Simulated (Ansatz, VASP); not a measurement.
**AlNi (AlNi in the L10 ordering): VASP beside Ansatz**

Aim: how closely do two programs agree when they are given the same cell, functional and k mesh? The cell is generated by rule, not measured, and may not be a known phase. The cell is taken from a series of runs on this material, whose earlier steps may have relaxed, scaled, displaced or heated it; both programs get it as it stands.

Calculated with Ansatz 0.2.0; plane waves, with VASP 6.6.1 beside it; relaxation of cell and atoms at PBEsol.

## 1. The structure

It takes space group P4/mmm (No. 123, tetragonal). Conventional cell: a = 2.901 Å, b = 2.901 Å, c = 2.786 Å, α = 90.00°, β = 90.00°, γ = 90.00°. Nearest to Al lie 8 Ni at 2.48 Å. Nearest to Ni lie 8 Al at 2.48 Å. Farther neighbours are not listed.

## 2. VASP: relaxation of cell and atoms, PBEsol

The relaxed volume is the usual yardstick between codes: in a stiff, nearly cubic crystal its relative difference is about their pressure difference at one cell divided by the bulk modulus.

Lines of VASP's logs that name or quote its potential files are left out, and so is its time.

Contents of INCAR:

```
SYSTEM = AlNi
PREC = Accurate
ENCUT = 600
EDIFF = 1E-07
NELM = 120
ISMEAR = 0
SIGMA = 0.1
LREAL = .FALSE.
ALGO = Normal
GGA = PS
NBANDS = 12
LASPH = .TRUE.
LORBIT = 11
LWAVE = .FALSE.
LCHARG = .FALSE.
ISIF = 3
IBRION = 2
NSW = 80
EDIFFG = -0.005
GGA_COMPAT = .FALSE.
NELMIN = 4
```

Contents of POSCAR:

```
AlNi
1.0
    2.9012460000      0.0000000000      0.0000000000
    0.0000000000      2.9012460000      0.0000000000
    0.0000000000      0.0000000000      2.7856840000
Al Ni
1 1
Direct
    0.0000000000      0.0000000000      0.0000000000
    0.5000000000      0.5000000000      0.5000000000
```

Contents of KPOINTS:

```
Automatic mesh
0
Gamma
10 10 10
0 0 0
```

PAW data sets: Al and Ni (PBE family, release 64).

Run with:

```console
mpirun -np 1 vasp_std
```

Numbers of over 12 decimals in the logs are rounded to 6 here.

Output:

```text
[banner, memory and clock lines left out]
running    1 mpi-ranks, on    1 nodes
 distrk:  each k-point on    1 cores,    1 groups
 distr:  one band on    1 cores,    1 groups

 POSCAR found type information on POSCAR AlNi
 POSCAR found :  2 types and       2 ions
|                                                                             |
|               ----> ADVICE to this user running VASP <----                  |
|                                                                             |
|     You enforced a specific xc type in the INCAR file but a different       |
|     [... a line on the potential file left out ...]
|     I HOPE YOU KNOW WHAT YOU ARE DOING!                                     |
|                                                                             |

 LDA part: xc-table for (Slater+PW92), standard interpolation
 POSCAR, INCAR and KPOINTS ok, starting setup
 FFT: planning ... GRIDC
 FFT: planning ... GRID_SOFT
 FFT: planning ... GRID
 WAVECAR not read
 entering main loop
       N       E                     dE             d eps       ncg     rms          rms(c)
DAV:   1     0.436603486071E+02    0.43660E+02   -0.61817E+03  3040   0.129E+03
DAV:   2    -0.114016490813E+02   -0.55062E+02   -0.51000E+02  3096   0.207E+02
DAV:   3    -0.132086197819E+02   -0.18070E+01   -0.17842E+01  3612   0.436E+01
DAV:   4    -0.132347399239E+02   -0.26120E-01   -0.26110E-01  3472   0.474E+00
DAV:   5    -0.132355206893E+02   -0.78077E-03   -0.78074E-03  3580   0.908E-01    0.129E+01
DAV:   6    -0.153292278240E+02   -0.20937E+01   -0.55123E+01  3364   0.118E+02    0.164E+01
DAV:   7    -0.116148480508E+02    0.37144E+01   -0.15808E+01  3392   0.700E+01    0.119E+00
DAV:   8    -0.115968369356E+02    0.18011E-01   -0.38849E-01  3712   0.745E+00    0.100E+00
DAV:   9    -0.115821422375E+02    0.14695E-01   -0.45943E-02  3716   0.308E+00    0.212E-01
DAV:  10    -0.115816605131E+02    0.48172E-03   -0.14893E-03  3848   0.559E-01    0.902E-02
DAV:  11    -0.115816514696E+02    0.90435E-05   -0.67317E-05  4284   0.104E-01    0.217E-02
DAV:  12    -0.115816505016E+02    0.96798E-06   -0.34485E-06  4016   0.284E-02    0.399E-03
DAV:  13    -0.115816501463E+02    0.35533E-06   -0.21571E-07  2316   0.706E-03    0.105E-03
DAV:  14    -0.115816501425E+02    0.38006E-08   -0.42766E-08  1712   0.206E-03
   1 F= -.11581650E+02 E0= -.11579409E+02  d E =-.115817E+02
[...]
2 F= -.11590024E+02 E0= -.11588278E+02  d E =-.837423E-02
[...]
3 F= -.11592953E+02 E0= -.11591462E+02  d E =-.113028E-01
[...]
4 F= -.11592958E+02 E0= -.11591468E+02  d E =-.113079E-01
[...]
5 F= -.11592928E+02 E0= -.11591454E+02  d E =0.299150E-04
 trial-energy change:    0.000030  1 .order    0.000039   -0.000340    0.000418
 step:   0.5633(harm=  0.5423)  dis= 0.00000  next Energy=   -11.593038 (dE=-0.803E-04)
 bond charge predicted
       N       E                     dE             d eps       ncg     rms          rms(c)
DAV:   1    -0.115952503957E+02   -0.23222E-02   -0.25097E-02  3312   0.271E+00    0.429E-01
DAV:   2    -0.115973966966E+02   -0.21463E-02   -0.66696E-02  3360   0.404E+00    0.530E-01
DAV:   3    -0.115930995721E+02    0.42971E-02   -0.26284E-02  3356   0.256E+00    0.657E-02
DAV:   4    -0.115930371921E+02    0.62380E-04   -0.18260E-04  3312   0.141E-01    0.756E-03
DAV:   5    -0.115930372757E+02   -0.83639E-07   -0.51095E-06  4396   0.236E-02    0.328E-03
DAV:   6    -0.115930376538E+02   -0.37806E-06   -0.26922E-07  2392   0.523E-03    0.815E-04
DAV:   7    -0.115930376986E+02   -0.44826E-07   -0.30539E-08  1596   0.244E-03
   6 F= -.11593038E+02 E0= -.11591555E+02  d E =-.796135E-04
 curvature:  -0.28 expect dE=-0.845E-07 dE for cont linesearch -0.758E-07
 trial: gam= 0.00000 g(F)=  0.145E-61 g(S)=  0.303E-06 ort =-0.888E-05 (trialstep = 0.108E+01)
 search vector abs. value=  0.304E-06
 reached required accuracy - stopping structural energy minimisation
```

OUTCAR, selected parts (step 2):

```text
ion  position               nearest neighbor table
   1  0.000  0.000  0.000-   2 2.48   2 2.48   2 2.48   2 2.48   2 2.48   2 2.48   2 2.48   2 2.48

  LATTYP: Found a simple tetragonal cell.
 ALAT       =     2.9012460000
 C/A-ratio  =     0.9601681484

 Subroutine GETGRP returns: Found 16 space group operations
 (whereof 16 operations were pure point group operations)

The static configuration has the point symmetry D_4h.

 Found    126 irreducible k-points:

   k-points           NKPTS =    126   k-points in BZ     NKDIM =    126   number of bands    NBANDS=     12

   dimension x,y,z NGX =    24 NGY =   24 NGZ =   24
   dimension x,y,z NGXF=    48 NGYF=   48 NGZF=   48

   ENCUT  =  600.0 eV  44.10 Ry    6.64 a.u.   5.79  5.79  5.56*2*pi/ulx,y,z

   NELECT =      13.0000    total number of electrons

 k-points in reciprocal lattice and weights: Automatic mesh
   0.00000000  0.00000000  0.00000000       0.001
   0.10000000  0.00000000  0.00000000       0.004
   0.20000000  0.00000000  0.00000000       0.004
   0.30000000  0.00000000  0.00000000       0.004
   0.40000000  0.00000000  0.00000000       0.004
   0.50000000  0.00000000  0.00000000       0.002
   0.10000000  0.10000000  0.00000000       0.004
   0.20000000  0.10000000  0.00000000       0.008
   0.30000000  0.10000000  0.00000000       0.008
[...]
0.50000000  0.40000000  0.50000000       0.004
   0.50000000  0.50000000  0.50000000       0.001

 average (electrostatic) potential at core
       1 -69.5242       2 -81.1081

 E-fermi :  10.1734

 k-point     1 :       0.0000    0.0000    0.0000
  band No.  band energies     occupation
    ...
      2       6.8294      2.00000
      3       6.8295      2.00000
      4       8.5803      2.00000
      5       8.5803      2.00000
      6       8.5806      2.00000
      7      15.7370      0.00000
      8      15.7413      0.00000
      9      15.7413      0.00000
     10      18.3694      0.00000
     11      18.3704      0.00000
    ...

 k-point     2 :       0.1000    0.0000    0.0000
  band No.  band energies     occupation
    ...
      2       6.8131      2.00000
      3       6.8735      2.00000
      4       8.4999      2.00000
      5       8.5002      2.00000
      6       8.5890      2.00000
      7      14.1164      0.00000
      8      15.9820      0.00000
      9      15.9862      0.00000
     10      18.3777      0.00000
     11      19.8038      0.00000
    ...

 k-point     3 :       0.2000    0.0000    0.0000
  band No.  band energies     occupation
    ...
      2       6.6645      2.00000
      3       6.9916      2.00000
      4       8.3028      2.00000
      5       8.3033      2.00000
      6       8.6118      2.00000
      7      11.9180      0.00000
      8      16.6750      0.00000
      9      16.6792      0.00000
     10      18.4009      0.00000
     11      21.3899      0.00000
    ...

  Total        0.0025001      0.0025001      0.0002819      0.0000000     -0.0000000      0.0000000
  in kB        0.1708534      0.1708534      0.0192642      0.0000000     -0.0000000      0.0000000
  external PRESSURE =       0.1203237 kB  Pullay stress =       0.0000000 kB

  energy-cutoff  :      600.00
  volume of cell :       23.44
      direct lattice vectors                 reciprocal lattice vectors
     2.861964096  0.000000000  0.000000000     0.349410393  0.000000000  0.000000000
     0.000000000  2.861964096  0.000000000     0.000000000  0.349410393 -0.000000000
     0.000000000  0.000000000  2.862305199     0.000000000  0.000000000  0.349368754

 POSITION                                       TOTAL-FORCE (eV/Angst)
 -----------------------------------------------------------------------------------
      0.00000      0.00000      0.00000         0.000000      0.000000      0.000000
      1.43098      1.43098      1.43115         0.000000     -0.000000      0.000000
 -----------------------------------------------------------------------------------
    total drift:                                0.000000      0.000000     -0.000000

  FREE ENERGIE OF THE ION-ELECTRON SYSTEM (eV)
  ---------------------------------------------------
  free  energy   TOTEN  =       -11.5930376986 eV

  energy  without entropy=      -11.5900728191  energy(sigma->0) =      -11.59155526

 reached required accuracy - stopping structural energy minimisation

 total charge
# of ion       s       p       d       tot
------------------------------------------
    1        0.384   0.421   0.000   0.805
    2        0.487   0.537   8.489   9.513
--------------------------------------------------
tot          0.872   0.958   8.489  10.319

[... 3 further parts left out ...]
```

This run has no spin polarisation, so a moment on Ni, if there is one, isn't seen. Its electron count is odd, so without a moment it is a metal by construction. The run keeps the 16 symmetry operations of its start, so it cannot find a distortion of lower symmetry.

## 3. Ansatz: relaxation of cell and atoms, PBEsol

Ansatz runs on its default PAW (the set named soft_2) files.

The same cell, functional, mesh and smearing now go to Ansatz, which takes its cutoff from its data sets.

Contents of input.yaml:

```yaml
crystal:
  lattice:
    - [2.901245849, 0.0, 0.0]
    - [0.0, 2.901245849, 0.0]
    - [0.0, 0.0, 2.7856839685]
  atoms:
    - { symbol: Al, position: [0.0, 0.0, 0.0] }
    - { symbol: Ni, position: [0.5, 0.5, 0.5] }
kpoints:
  mp_grid: { grid: [10, 10, 10] }
hamiltonian:
  xc: pbesol
scf:
  occupations: { method: gaussian, width: 0.1 }
output:
  forces: true
  stress: true
  eigenvalues: true
relax:
  adjacent_minimum: "off"
  f_tol: 0.005
  max_steps: 80
  cell: { stress_tol: 0.05 }
```

Run with:

```console
ansatz run input.yaml --threads 4 --pin off --max-ram 8192MiB --backend cpu --events-out ev --progress --plain --runs-dir out
```

Output:

```text
Engine: ansatz 0.2.0, x86_64-unknown-linux-gnu
Pseudopotentials: kind: paw
Pseudopotential: Al, paw, valence charge 3, recommended cutoff 420 eV (normal), Al.paw.azcp
Pseudopotential: Ni, paw, valence charge 18, recommended cutoff 420 eV (normal), Ni.paw.azcp
Functional definition: PBEsol
  exchange = pbesol_x
  correlation = pbesol_c
Crystal: 2 atoms, lattice volume = 23.448 Å³
Basis set: ecut = 420 eV, 461 PW (Γ), exchange–correlation on 40×40×40 points (8 copies of the dense FFT grid, shifted against one another)
Bands: 15, of which v1, the nominal top of the filled ones, is band 11 counted from 1 (10 counted from 0)
Symmetry: 16 space group operations
Space group: P4/mmm (ITA 123), of the structure as read, at distance tolerance 2.9e-5 Å
k-points: 126 of 1000
Non-local potential: Al, projectors of the file, l = 0: 2, l = 1: 2, l = 2: 1
Non-local potential: Ni, projectors of the file, l = 0: 3, l = 1: 2, l = 2: 3, l = 3: 1
PAW form: soft (Blöchl's): semilocal exchange-correlation on the pseudo side does not see the compensation charge
PAW frozen core: Al, regenerated for the run's functional, and the local potential with it (the file was generated under x = pbe(κ = 0.804, μ = 0.219515), c = pbe(β = 0.066725))
PAW frozen core: Ni, regenerated for the run's functional, and the local potential with it (the file was generated under x = pbe(κ = 0.804, μ = 0.219515), c = pbe(β = 0.066725))
PAW one-centre angular grid: Al, 110 points (default); XC on 64 Gauss nodes
PAW one-centre angular grid: Ni, 590 points (default); XC on 64 Gauss nodes
Initial density: superposition of atomic densities (neutral atoms: chi_scale 0, normalization atom), corrected by the library's trained network
Initial wavefunctions: pseudopotential atomic-orbital guess
Functional: x = pbesol(κ = 0.804, μ = 0.123457), c = pbesol(β = 0.046)
SCF iter   1: F=—  HF=-6330.865601 eV  |F-HF|=—  |Δ(HF+E_count)|=         —  Δρ=1.88e-2  dr2=4.72e-2  ethr=1.77e-3  ⟨swp⟩=4.8  Hψ=8639  notcnv=0
preconditioner: auto → none  [metal: Δε(μ)=0.082 eV  Ē_g=9.736 eV  σ=0.100 eV  W_gap=0.39  n_scr=6 (ndim 8)  ℏωp=27.6 eV  f_vac=0.000  D(μ)=0.91/eV (n_scr^D=6)  sad-step TF]
SCF iter   2: F=—  HF=-6330.859687 eV  |F-HF|=—  |Δ(HF+E_count)|=   5.91e-3  Δρ=6.38e-3  dr2=6.13e-3  ethr=2.25e-4  ⟨swp⟩=2.0  Hψ=3295  notcnv=0  defer=29
SCF iter   3: F=—  HF=-6330.858944 eV  |F-HF|=—  |Δ(HF+E_count)|=   7.43e-4  Δρ=9.84e-4  dr2=1.56e-4  ethr=2.92e-5  ⟨swp⟩=1.0  Hψ=1856  notcnv=0  defer=29
SCF iter   4: F=—  HF=-6330.858920 eV  |F-HF|=—  |Δ(HF+E_count)|=   2.36e-5  Δρ=6.44e-5  dr2=2.72e-7  ethr=7.45e-7  ⟨swp⟩=1.4  Hψ=2024  notcnv=0  defer=29
SCF iter   5: F=—  HF=-6330.858918 eV  |F-HF|=—  |Δ(HF+E_count)|=   1.91e-6  Δρ=2.40e-5  dr2=7.61e-8  ethr=1.30e-9  ⟨swp⟩=2.0  Hψ=3086  notcnv=0  defer=29
SCF iter   6: F=-6330.858918 eV  HF=-6330.858918 eV  |F-HF|=9.24e-10  |Δ(HF+E_count)|=   1.13e-8  Δρ=2.10e-6  dr2=8.22e-10  ethr=3.62e-10  ⟨swp⟩=4.0  Hψ=6936  notcnv=0
SCF 1 converged in 6 iterations: F = -6330.858918 eV  dr2 = 8.22e-10
  greatest PAW one-centre occupation: 1.001 electrons in one spin orbital (limit 2), on the Ni atom at site 1 (counted from 0), in its partial waves of l = 1
relax step   1: F+E_penalty+E_count = -6330.85891810 eV  Δ(F+E_penalty+E_count) = +0.000e0 eV  max|allowed force component| = 2.162e-28 eV/Å  Δτ_max = 0.0000 Å  P = +0.049 GPa  Ω = 23.448 Å³  (6 SCF iters, dr2 threshold 1.00e-7 eV, accepted)
[...]
relax step   4: F+E_penalty+E_count = -6330.87010300 eV  Δ(F+E_penalty+E_count) = -4.960e-6 eV  max|allowed force component| = 2.490e-30 eV/Å  Δτ_max = 0.0000 Å  P = +0.021 GPa  Ω = 23.429 Å³  energy of the carried Pulay correction = +3.141e-6 eV  (6 SCF iters, dr2 threshold 4.34e-8 eV, accepted)
[...]
relax step   5: F+E_penalty+E_count = -6330.87017799 eV  Δ(F+E_penalty+E_count) = -7.499e-5 eV  max|allowed force component| = 3.772e-30 eV/Å  Δτ_max = 0.0000 Å  P = +0.031 GPa  Ω = 23.429 Å³  stress off target by 5.86e-2 GPa  SCF on the basis re-selected at this cell (its energy is not comparable with the rows above)  (6 SCF iters)
[...]
relax step   6: F+E_penalty+E_count = -6330.87017744 eV  Δ(F+E_penalty+E_count) = +5.523e-7 eV  max|allowed force component| = 7.553e-29 eV/Å  Δτ_max = 0.0000 Å  P = -0.000 GPa  Ω = 23.433 Å³  energy of the carried Pulay correction = -1.565e-6 eV  (6 SCF iters, dr2 threshold 8.59e-9 eV, accepted)
[...]
relax step   7: F+E_penalty+E_count = -6330.87017964 eV  Δ(F+E_penalty+E_count) = -2.200e-6 eV  max|allowed force component| = 2.465e-29 eV/Å  Δτ_max = 0.0000 Å  P = -0.000 GPa  Ω = 23.433 Å³  stress off target by 2.10e-3 GPa  SCF on the basis re-selected at this cell (its energy is not comparable with the rows above)  (6 SCF iters)
basis re-selected at this cell: Δ(F+E_penalty+E_count) = -2.200e-6 eV, ΔP = +0.000 GPa vs the last step (what re-selecting the basis moved, of the pressure what is left beyond the Pulay correction that the steps carried, after the strain that the cell walked since its last selection, with what the two solves' SCF thresholds leave and, on support functions, any second-order correction that the steps lacked; it is no m [...]
SCF converged after 6 iterations
Free energy (F): -6330.870180 eV
Harris-Foulkes:  -6330.870180 eV  (|F-HF|=3.64e-12)
Internal energy: -6330.867219 eV  (E = F + TS)
E sigma→0 (E₀):  -6330.868700 eV
Entropy (-TS):   -0.002960 eV (-1.480 meV/atom)
Fermi energy:    14.215936 eV
--- Per-component energies (eV) ---
  E_band       = -331.336827
  E_kinetic    = 312.173040
  E_local      = -4418.082627  (includes V_loc(G=0)·N_el)
  E_nonlocal   = 648.684400
  E_hartree    = 1899.945409
  E_xc         = -125.926614
  E_vxc        = -141.166947  (∫ρ·V_xc dr)
  E_paw        = -2052.788369  (= ΣΔE_a)
  E_vpaw       = -532.835666  (= ΣTr[D̂ρ^β])
  E_aug_tail   = 0.000388  (compensation charges beyond the density's cutoff)
  E_ewald      = -2595.089274
  E_core_change = 0.216428  (= ΣΔE_core)
  E_smearing   = -0.002960  (= −TS)
  E_closure    = -0.000000  (closes the sum)
  Σ components = -6330.870180   (vs F -6330.870180, Δ=0.00e0)
--- Forces (eV/Å), atoms counted from 1 ---
  atom   1  Al     0.00000000     0.00000000     0.00000000
  atom   2  Ni     0.00000000     0.00000000     0.00000000
  max |Σ_I F_I| component: 5.17e-29 eV/Å
--- Stress (GPa, compression-positive) ---
       -0.001672       0.000000       0.000000
        0.000000      -0.001672       0.000000
        0.000000       0.000000       0.002096
  P = ⅓ Tr σ = -0.0004 GPa (-0.004 kbar)
--- Band table (eV; the first three rows and the last of 126) ---
  k-point 0: bands = [... 7 lower, 12.6308, 12.6309, 12.6309, 19.7567, 19.7567, 19.7577, 22.3816, 22.3818]
  k-point 1: bands = [... 7 lower, 12.5495, 12.5495, 12.6396, 18.1388, 20.0020, 20.0020, 22.3879, 23.8058]
  k-point 2: bands = [... 7 lower, 12.3503, 12.3503, 12.6627, 15.9482, 20.6953, 20.6953, 22.4060, 25.3840]
  k-point 125: bands = [... 7 lower, 13.2078, 13.2079, 16.1308, 16.1308, 16.1308, 18.0860, 18.7724, 18.7727]
--- Relaxed structure (5 steps of the walk, 5 accepted, 2 SCFs on fresh bases) ---
  F+E_penalty+E_count = -6330.87017964 eV   max|allowed force component| = 2.465e-29 eV/Å   (the final SCF, on the basis selected at the relaxed cell)
  cell:  # Å, volume = 23.4329 Å³
    - [2.861627, 0, 0]
    - [0, 2.861627, 0]
    - [0, 0, 2.861546]
  atoms:
    - { symbol: Al, position: [0, 0, 0.0] }
    - { symbol: Ni, position: [0.500000, 0.500000, 0.5] }
```

## 4. Side by side

Known differences besides the potentials themselves: the data sets hold 21 valence electrons in Ansatz (on its default PAW (the set named soft_2) files) and 13 in VASP; the cutoff is 420 eV in Ansatz and 600 eV in VASP; Ansatz makes its cores anew for this functional, VASP keeps those of its PBE data sets; Ansatz adds a Pulay correction to the stress that steers its cell, VASP none. Total energies have different zeros and are not compared.

The two programs side by side:

```csv
quantity,Ansatz,VASP,difference
volume (Å³),23.43,23.44,-0.05 %
"edge a after relaxation, in the typed setting (Å)",2.862,2.862,-0.01 %
```

## 5. Summary of results

| Quantity | Value |
| --- | --- |
| difference in volume (relaxation of cell and atoms, PBEsol) | -0.050 % |

What this shows: The difference in volume is -0.050 % (relaxation of cell and atoms, PBEsol), within the 1.2 % picked in this series as the mark of a large difference, as far as the stopping tolerances let one tell. The data sets hold unlike numbers of valence electrons (21 in Ansatz and 13 in VASP), so part of the differences comes from the potentials. 1 further run of this series is not shown here. How closely two codes agree says nothing of how well the functional describes the real material.

[Lines on the potential files, build, host, timing and source positions are cut from VASP's logs without a mark.]

[Logs are printed without paths, hosts, clocks, repeated set-up lines and the standing remarks that a program may print on its own settings, such as how far it seeks lower states.]

[Hosts, paths, dates, database ids (printed as entryN), source tags and the programs' standing remarks are cut or masked in the printed files.]
